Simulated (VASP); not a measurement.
A run of VASP 6.6.1:

File INCAR:

```
PREC     = Accurate       # precision mode
ENCUT    = 600            # plane-wave cutoff, eV
EDIFF    = 1E-7           # SCF threshold, eV
ISMEAR   = 0              # smearing method
SIGMA    = 0.03           # smearing width, eV
LREAL    = F              # projectors in reciprocal space
LASPH    = T              # aspherical terms in the spheres
NELM     = 80             # most SCF steps
ALGO     = Normal         # electronic algorithm
ISIF     = 3              # what is computed and relaxed
LWAVE    = F              # write WAVECAR
LCHARG   = F              # write CHGCAR
GGA      = PE             # functional
IVDW     = 12             # dispersion correction
IBRION   = 2              # ionic algorithm
NSW      = 90             # ionic steps
EDIFFG   = -0.005         # ionic threshold
KPAR     = 4
```

File KPOINTS:

```
regular mesh
0
Gamma
  6 6 9
```

Contents of POSCAR:

```
Si3N4                                   
1.0
    7.6163068673      0.0000000070     -0.0000000000
   -3.8081534397      6.5959152266     -0.0000000000
   -0.0000000000      0.0000000000      2.9091796117
  Si              N             
     6     8
Direct
     0.7680020370408621    0.1742105841095210    0.2500000000000000
     0.5937914529313412    0.7680020370408621    0.7500000000000000
     0.8257894158904789    0.5937914529313412    0.2500000000000000
     0.2319979629591379    0.8257894158904789    0.7500000000000000
     0.4062085470686589    0.2319979629591379    0.2500000000000000
     0.1742105841095210    0.4062085470686589    0.7500000000000000
     0.0299764848399060    0.3298852785807763    0.2500000000000000
     0.7000912062591296    0.0299764848399060    0.7500000000000000
     0.6701147214192237    0.7000912062591296    0.2500000000000000
     0.9700235151600941    0.6701147214192237    0.7500000000000000
     0.2999087937408704    0.9700235151600941    0.2500000000000000
     0.3298852785807763    0.2999087937408704    0.7500000000000000
     0.6666666667000030    0.3333333332999970    0.2500000000000000
     0.3333333332999970    0.6666666667000030    0.7500000000000000
```

Potentials or basis: VASP PAW PBE potentials, release 64 (Si, N).

Run with:

```console
$ cat potpaw_PBE.64/Si/POTCAR potpaw_PBE.64/N/POTCAR > POTCAR
$ mpirun -np 4 vasp_std > vasp.out
```

Hardware: 4 MPI ranks on Intel(R) Xeon(R) 6975P-C (Granite Rapids) (shared host).

Problem. Estimate the wall time of this run.

Solution. It took 120 s on 4 MPI ranks on Intel(R) Xeon(R) 6975P-C (Granite Rapids) (shared host), peak memory 0.46 GiB a rank. Counts: scf iterations 37, k points 40, ion steps 6.
